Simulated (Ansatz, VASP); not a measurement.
## Cross-check of TePb between VASP and Ansatz

Aim: how closely do two programs agree when they are given the same cell, functional and k mesh? The structure shown is the end of the Ansatz relaxation below.

Program: Ansatz 0.2.0. Level of theory: plane waves, with VASP 6.6.1 beside it; single point at RPBE. Results are calculated unless marked as measured.

**1. The structure**

The structure is cubic, space group Fm-3m (No. 225). The conventional cell has a = 6.408 Å, b = 6.408 Å, c = 6.408 Å, α = 90.00°, β = 90.00°, γ = 90.00°. Nearest to Te lie 6 Pb at 3.20 Å. Pb has 6 Te at 3.20 Å nearest. Farther neighbours and most contacts between anions are not listed.

**2. Ansatz: relaxation, RPBE**

Ansatz runs on its default PAW (the set named soft_2) files.

This run makes the geometry at which the two programs are then compared.

The input, input.yaml:

```yaml
crystal:
  lattice:
    - [0.0, 3.3275889216, 3.3275889216]
    - [3.3275889216, 0.0, 3.3275889216]
    - [3.3275889216, 3.3275889216, 0.0]
  atoms:
    - { symbol: Te, position: [0.5, 0.5, 0.5] }
    - { symbol: Pb, position: [0.0, 0.0, 0.0] }
kpoints:
  mp_grid: { grid: [8, 8, 8] }
hamiltonian:
  xc: rpbe
scf:
  occupations: { method: fixed }
output:
  forces: true
  stress: true
  eigenvalues: true
relax:
  adjacent_minimum: "off"
  f_tol: 0.001
  max_steps: 60
  cell: { stress_tol: 0.05, p_target: 5.0 }
```

Launch:

```bash
$ ansatz run input.yaml --threads 4 --pin off --max-ram 8192MiB --backend cpu --events-out ev --progress --plain --runs-dir out
```

Numbers of over 12 decimals in the logs are rounded to 6 here.

What it wrote:

```text
Engine: ansatz 0.2.0, aarch64-unknown-linux-gnu
Pseudopotentials: kind: paw
Pseudopotential: Te, paw, valence charge 16, recommended cutoff 420 eV (normal), Te.paw.azcp
Pseudopotential: Pb, paw, valence charge 14, recommended cutoff 420 eV (normal), Pb.paw.azcp
Functional definition: RPBE
  parameter kappa = 0.804
  parameter beta = 0.066725
  exchange = rpbe_x(kappa = kappa, mu = beta*pi^2/3)
  correlation = pbe_c(beta = beta)
Crystal: 2 atoms, lattice volume = 73.692 Å³
Basis set: ecut = 420 eV, 1459 PW (Γ), exchange–correlation on 64×64×64 points (8 copies of the dense FFT grid, shifted against one another)
Bands: 19, of which v1, the nominal top of the filled ones, is band 15 counted from 1 (14 counted from 0)
Symmetry: 48 space group operations
Space group: Fm-3m (ITA 225), of the structure as read, at distance tolerance 4.2e-5 Å
k-points: 29 of 512
Non-local potential: Te, projectors of the file, l = 0: 2, l = 1: 2, l = 2: 2, l = 3: 2
Non-local potential: Pb, projectors of the file, l = 0: 2, l = 1: 2, l = 2: 2, l = 3: 2
PAW form: soft (Blöchl's): semilocal exchange-correlation on the pseudo side does not see the compensation charge
PAW frozen core: Te, regenerated for the run's functional, and the local potential with it (the file was generated under x = pbe(κ = 0.804, μ = 0.219515), c = pbe(β = 0.066725))
PAW frozen core: Pb, regenerated for the run's functional, and the local potential with it (the file was generated under x = pbe(κ = 0.804, μ = 0.219515), c = pbe(β = 0.066725))
PAW one-centre angular grid: Te, 590 points (default); XC on 64 Gauss nodes
PAW one-centre angular grid: Pb, 590 points (default); XC on 64 Gauss nodes
Initial density: superposition of atomic densities (neutral atoms: chi_scale 0, normalization atom), corrected by the library's trained network
Initial wavefunctions: pseudopotential atomic-orbital guess
Functional: x = rpbe, c = pbe(β = 0.066725)
SCF iter   1: F=—  HF=-18911.353017 eV  |F-HF|=—  |Δ(HF+E_count)|=         —  Δρ=1.84e-3  dr2=2.28e-3  ethr=1.77e-3  ⟨swp⟩=5.0  Hψ=2311  notcnv=0  defer=43
preconditioner: auto → none  [insulator: Δε(μ)=0.969 eV  Ē_g=14.566 eV  n_scr=14 (ndim 8)  ℏωp=19.3 eV  f_vac=0.024  ε∞_Penn≈2.8]
SCF iter   2: F=—  HF=-18911.350830 eV  |F-HF|=—  |Δ(HF+E_count)|=   2.19e-3  Δρ=6.11e-4  dr2=1.74e-4  ethr=7.61e-6  ⟨swp⟩=2.6  Hψ=1313  notcnv=0  defer=50
SCF iter   3: F=—  HF=-18911.350940 eV  |F-HF|=—  |Δ(HF+E_count)|=   1.10e-4  Δρ=3.25e-4  dr2=4.97e-5  ethr=5.80e-7  ⟨swp⟩=2.0  Hψ=1005  notcnv=0  defer=49
SCF iter   4: F=—  HF=-18911.351006 eV  |F-HF|=—  |Δ(HF+E_count)|=   6.63e-5  Δρ=9.25e-5  dr2=1.23e-5  ethr=1.66e-7  ⟨swp⟩=2.0  Hψ=731  notcnv=0  defer=44
SCF iter   5: F=—  HF=-18911.351003 eV  |F-HF|=—  |Δ(HF+E_count)|=   2.54e-6  Δρ=1.75e-5  dr2=3.04e-7  ethr=4.10e-8  ⟨swp⟩=2.2  Hψ=800  notcnv=0  defer=43
SCF iter   6: F=-18911.351004 eV  HF=-18911.351004 eV  |F-HF|=4.10e-8  |Δ(HF+E_count)|=   3.58e-7  Δρ=6.92e-6  dr2=4.33e-8  ethr=3.33e-10  ⟨swp⟩=9.2  Hψ=3369  notcnv=0
SCF 1 converged in 6 iterations: F = -18911.351004 eV  dr2 = 4.33e-8
  greatest PAW one-centre occupation: 0.997 electrons in one spin orbital (limit 2), on the Te atom at site 0 (counted from 0), in its partial waves of l = 2
relax step   1: F+E_penalty+E_count = -18911.35100365 eV  Δ(F+E_penalty+E_count) = +0.000e0 eV  max|allowed force component| = 2.110e-29 eV/Å  Δτ_max = 0.0000 Å  P = -0.000 GPa  Ω = 73.692 Å³  (6 SCF iters, dr2 threshold 1.00e-7 eV, accepted)
[...]
relax step   2: F+E_penalty+E_count = -18911.15279364 eV  Δ(F+E_penalty+E_count) = +1.982e-1 eV  max|allowed force component| = 6.022e-29 eV/Å  Δτ_max = 0.0000 Å  P = +7.160 GPa  Ω = 63.431 Å³  energy of the carried Pulay correction = +1.296e-3 eV  (5 SCF iters, dr2 threshold 2.00e-7 eV, accepted)
[...]
relax step   3: F+E_penalty+E_count = -18911.25396916 eV  Δ(F+E_penalty+E_count) = -1.012e-1 eV  max|allowed force component| = 4.720e-29 eV/Å  Δτ_max = 0.0000 Å  P = +4.635 GPa  Ω = 66.211 Å³  energy of the carried Pulay correction = +9.260e-4 eV  (5 SCF iters, dr2 threshold 2.00e-7 eV, accepted)
[...]
relax step   4: F+E_penalty+E_count = -18911.24151791 eV  Δ(F+E_penalty+E_count) = +1.245e-2 eV  max|allowed force component| = 1.318e-29 eV/Å  Δτ_max = 0.0000 Å  P = +4.980 GPa  Ω = 65.795 Å³  energy of the carried Pulay correction = +9.805e-4 eV  (4 SCF iters, dr2 threshold 2.00e-7 eV, accepted)
[...]
relax step   5: F+E_penalty+E_count = -18911.24064056 eV  Δ(F+E_penalty+E_count) = +8.774e-4 eV  max|allowed force component| = 9.269e-30 eV/Å  Δτ_max = 0.0000 Å  P = +4.974 GPa  Ω = 65.795 Å³  stress off target by 2.62e-2 GPa  SCF on the basis re-selected at this cell (its energy is not comparable with the rows above)  (6 SCF iters)
basis re-selected at this cell: Δ(F+E_penalty+E_count) = +8.774e-4 eV, ΔP = -0.006 GPa vs the last step (what re-selecting the basis moved, of the pressure what is left beyond the Pulay correction that the steps carried, after the strain that the cell walked since its last selection, with what the two solves' SCF thresholds leave and, on support functions, any second-order correction that the steps lacked; it is no m [...]
SCF converged after 6 iterations
Free energy (F): -18911.240641 eV
Harris-Foulkes:  -18911.240641 eV  (|F-HF|=7.28e-12)
Internal energy: -18911.240641 eV  (E = F + TS)
E sigma→0 (E₀):  -18911.240641 eV
Fermi energy:    9.242174 eV
--- Per-component energies (eV) ---
  E_band       = -304.033612
  E_kinetic    = 468.808124
  E_local      = -2347.225379  (includes V_loc(G=0)·N_el)
  E_nonlocal   = 38.700982
  E_hartree    = 1242.174465
  E_xc         = -346.417297
  E_vxc        = -237.135391  (∫ρ·V_xc dr)
  E_paw        = -15090.541302  (= ΣΔE_a)
  E_vpaw       = -711.530743  (= ΣTr[D̂ρ^β])
  E_aug_tail   = -0.000130  (compensation charges beyond the density's cutoff)
  E_ewald      = -2876.779195
  E_core_change = 0.039091  (= ΣΔE_core)
  E_smearing   = -0.000000  (= −TS)
  E_closure    = -0.000000  (closes the sum)
  Σ components = -18911.240641   (vs F -18911.240641, Δ=0.00e0)
--- Forces (eV/Å), atoms counted from 1 ---
  atom   1  Te     0.00000000    -0.00000000     0.00000000
  atom   2  Pb    -0.00000000     0.00000000     0.00000000
  max |Σ_I F_I| component: 1.51e-29 eV/Å
--- Stress (GPa, compression-positive) ---
        4.973824      -0.000000      -0.000000
       -0.000000       4.973824      -0.000000
       -0.000000      -0.000000       4.973824
  P = ⅓ Tr σ = 4.9738 GPa (49.738 kbar)
--- Band table (eV; the first three rows and the last of 29) ---
  k-point 0: bands = [... 11 lower, 3.7398, 7.7676, 7.7676, 7.7676, 13.3670, 13.3670, 13.3670, 15.0016]
  k-point 1: bands = [... 11 lower, 3.2570, 7.8086, 7.8086, 8.0496, 12.5796, 12.7405, 12.7405, 14.8617]
  k-point 2: bands = [... 11 lower, 2.2023, 7.9358, 7.9358, 8.5499, 11.3859, 11.6758, 11.6758, 15.2056]
  k-point 28: bands = [... 11 lower, 1.1822, 5.2691, 5.2691, 8.8154, 10.9109, 14.4892, 14.4892, 16.1812]
--- Relaxed structure (4 steps of the walk, 4 accepted, 1 SCFs on fresh bases) ---
  F+E_penalty+E_count = -18911.24064056 eV   max|allowed force component| = 9.269e-30 eV/Å   (the final SCF, on the basis selected at the relaxed cell)
  cell:  # Å, volume = 65.7945 Å³
    - [0, 3.204202, 3.204202]
    - [3.204202, 0, 3.204202]
    - [3.204202, 3.204202, 0]
  atoms:
    - { symbol: Te, position: [0.5, 0.5, 0.5] }
    - { symbol: Pb, position: [0, 0, 0] }
```

**3. VASP: single point, RPBE, pair 1**

The same cell, functional and mesh now go to VASP, with its own data sets.

Lines of VASP's logs that name or quote its potential files are left out, and so is its time.

The input, INCAR:

```
SYSTEM = TePb
PREC = Accurate
ENCUT = 500
EDIFF = 1E-06
NELM = 120
ISMEAR = 0
SIGMA = 0.01
LREAL = .FALSE.
ALGO = Normal
GGA = RP
NBANDS = 16
LORBIT = 11
LWAVE = .FALSE.
LCHARG = .FALSE.
ISIF = 2
LASPH = .TRUE.
GGA_COMPAT = .FALSE.
EFERMI = MIDGAP
```

The input, POSCAR:

```
TePb
1.0
    0.0000000000      3.2042020590      3.2042020590
    3.2042020590      0.0000000000      3.2042020590
    3.2042020590      3.2042020590      0.0000000000
Te Pb
1 1
Direct
    0.5000000000      0.5000000000      0.5000000000
    0.0000000000      0.0000000000      1.0000000000
```

The input, KPOINTS:

```
Automatic mesh
0
Gamma
8 8 8
0 0 0
```

Potentials, in the order of the species: Te and Pb_d (PBE family, release 64).

Launch:

```bash
$ mpirun -np 1 vasp_std
```

What it wrote:

```text
[banner, memory and clock lines left out]
running    1 mpi-ranks, on    1 nodes
 distrk:  each k-point on    1 cores,    1 groups
 distr:  one band on    1 cores,    1 groups

 POSCAR found type information on POSCAR TePb
 POSCAR found :  2 types and       2 ions
|                                                                             |
|               ----> ADVICE to this user running VASP <----                  |
|                                                                             |
|     You enforced a specific xc type in the INCAR file but a different       |
|     [... a line on the potential file left out ...]
|     I HOPE YOU KNOW WHAT YOU ARE DOING!                                     |
|                                                                             |

 LDA part: xc-table for (Slater+PW92), standard interpolation
 POSCAR, INCAR and KPOINTS ok, starting setup
 FFT: planning ... GRIDC
 FFT: planning ... GRID_SOFT
 FFT: planning ... GRID
 WAVECAR not read
 entering main loop
       N       E                     dE             d eps       ncg     rms          rms(c)
DAV:   1     0.149788251011E+03    0.14979E+03   -0.89883E+03   928   0.117E+03
DAV:   2     0.316789282368E+01   -0.14662E+03   -0.14297E+03  1008   0.311E+02
DAV:   3    -0.657663302241E+01   -0.97445E+01   -0.97172E+01  1208   0.854E+01
DAV:   4    -0.682304876245E+01   -0.24642E+00   -0.24638E+00  1176   0.158E+01
DAV:   5    -0.683161339622E+01   -0.85646E-02   -0.85646E-02  1360   0.248E+00    0.359E+00
DAV:   6    -0.672910891787E+01    0.10250E+00   -0.23847E-01  1376   0.351E+00    0.224E+00
DAV:   7    -0.672903197308E+01    0.76945E-04   -0.87648E-02  1184   0.151E+00    0.940E-01
DAV:   8    -0.673228238999E+01   -0.32504E-02   -0.11350E-02  1168   0.110E+00    0.165E-01
DAV:   9    -0.673228072560E+01    0.16644E-05   -0.89323E-04  1424   0.372E-01    0.741E-02
DAV:  10    -0.673239146929E+01   -0.11074E-03   -0.23330E-04  1112   0.105E-01    0.130E-02
DAV:  11    -0.673240681636E+01   -0.15347E-04   -0.55241E-05  1232   0.713E-02    0.171E-02
DAV:  12    -0.673240640804E+01    0.40832E-06   -0.21990E-06  1104   0.965E-03
   1 F= -.67324064E+01 E0= -.67324064E+01  d E =0.000000E+00
```

Parts of OUTCAR (step 3):

```text
ion  position               nearest neighbor table
   1  0.500  0.500  0.500-   2 3.20   2 3.20   2 3.20   2 3.20   2 3.20   2 3.20
   2  0.000  0.000  0.000-   1 3.20   1 3.20   1 3.20   1 3.20   1 3.20   1 3.20

  LATTYP: Found a face centered cubic cell.
 ALAT       =     6.4084041180

 Subroutine GETGRP returns: Found 48 space group operations
 (whereof 48 operations were pure point group operations)

The static configuration has the point symmetry O_h .

 Found     29 irreducible k-points:

   k-points           NKPTS =     29   k-points in BZ     NKDIM =     29   number of bands    NBANDS=     16

   dimension x,y,z NGX =    36 NGY =   36 NGZ =   36
   dimension x,y,z NGXF=    72 NGYF=   72 NGZF=   72

   ENCUT  =  500.0 eV  36.75 Ry    6.06 a.u.   8.26  8.26  8.26*2*pi/ulx,y,z

   NELECT =      20.0000    total number of electrons

 k-points in reciprocal lattice and weights: Automatic mesh
   0.00000000  0.00000000  0.00000000       0.002
   0.12500000  0.00000000  0.00000000       0.016
   0.25000000  0.00000000  0.00000000       0.016
   0.37500000  0.00000000  0.00000000       0.016
   0.50000000  0.00000000  0.00000000       0.008
   0.12500000  0.12500000  0.00000000       0.012
   0.25000000  0.12500000  0.00000000       0.047
   0.37500000  0.12500000  0.00000000       0.047
   0.50000000  0.12500000  0.00000000       0.047
[...]
-0.37500000  0.50000000  0.12500000       0.023
  -0.25000000  0.50000000  0.25000000       0.012

 average (electrostatic) potential at core
       1 -87.9793       2 -91.3695

 E-fermi :   6.4543

 k-point     1 :       0.0000    0.0000    0.0000
  band No.  band energies     occupation
    ...
      6      -6.1417      2.00000
      7       0.5778      2.00000
      8       4.6170      2.00000
      9       4.6170      2.00000
     10       4.6170      2.00000
     11      10.2133      0.00000
     12      10.2133      0.00000
     13      10.2133      0.00000
     14      11.8231      0.00000
     15      11.8231      0.00000
    ...

 k-point     2 :       0.1250    0.0000    0.0000
  band No.  band energies     occupation
    ...
      6      -6.0030      2.00000
      7       0.0961      2.00000
      8       4.6581      2.00000
      9       4.6581      2.00000
     10       4.8976      2.00000
     11       9.4240      0.00000
     12       9.5853      0.00000
     13       9.5853      0.00000
     14      11.6920      0.00000
     15      12.1226      0.00000
    ...

 k-point     3 :       0.2500    0.0000    0.0000
  band No.  band energies     occupation
    ...
      6      -5.6031      2.00000
      7      -0.9575      2.00000
      8       4.7852      2.00000
      9       4.7852      2.00000
     10       5.3955      2.00000
     11       8.2300      0.00000
     12       8.5212      0.00000
     13       8.5212      0.00000
     14      12.0395      0.00000
     15      12.9302      0.00000
    ...

  Total        2.0121068      2.0121068      2.0121068     -0.0000000     -0.0000000      0.0000000
  in kB       48.9972746     48.9972746     48.9972746     -0.0000000     -0.0000000      0.0000000
  external PRESSURE =      48.9972746 kB  Pullay stress =       0.0000000 kB

  energy-cutoff  :      500.00
  volume of cell :       65.79
      direct lattice vectors                 reciprocal lattice vectors
     0.000000000  3.204202059  3.204202059    -0.156045090  0.156045090  0.156045090
     3.204202059  0.000000000  3.204202059     0.156045090 -0.156045090  0.156045090
     3.204202059  3.204202059  0.000000000     0.156045090  0.156045090 -0.156045090

 POSITION                                       TOTAL-FORCE (eV/Angst)
 -----------------------------------------------------------------------------------
      3.20420      3.20420      3.20420         0.000000     -0.000000      0.000000
      0.00000      0.00000      0.00000        -0.000000      0.000000     -0.000000
 -----------------------------------------------------------------------------------
    total drift:                               -0.000000      0.000000      0.000000

  FREE ENERGIE OF THE ION-ELECTRON SYSTEM (eV)
  ---------------------------------------------------
  free  energy   TOTEN  =        -6.7324064080 eV

  energy  without entropy=       -6.7324064080  energy(sigma->0) =       -6.73240641

 total charge
# of ion       s       p       d       tot
------------------------------------------
    1        1.371   2.022   0.020   3.413
    2        1.468   0.588   9.838  11.894
--------------------------------------------------
tot          2.839   2.610   9.858  15.307

[... 3 further parts left out ...]
```

The gap is read on the k-mesh alone, so it is an upper bound where the band edges lie off the mesh.

[end of part 1 of 2]

[Lines on the potential files, build, host, timing and source positions are cut from VASP's logs without a mark.]

[Logs are printed without paths, hosts, clocks, repeated set-up lines and the standing remarks that a program may print on its own settings, such as how far it seeks lower states.]

[Hosts, paths, dates, database ids (printed as entryN), source tags and the programs' standing remarks are cut or masked in the printed files.]
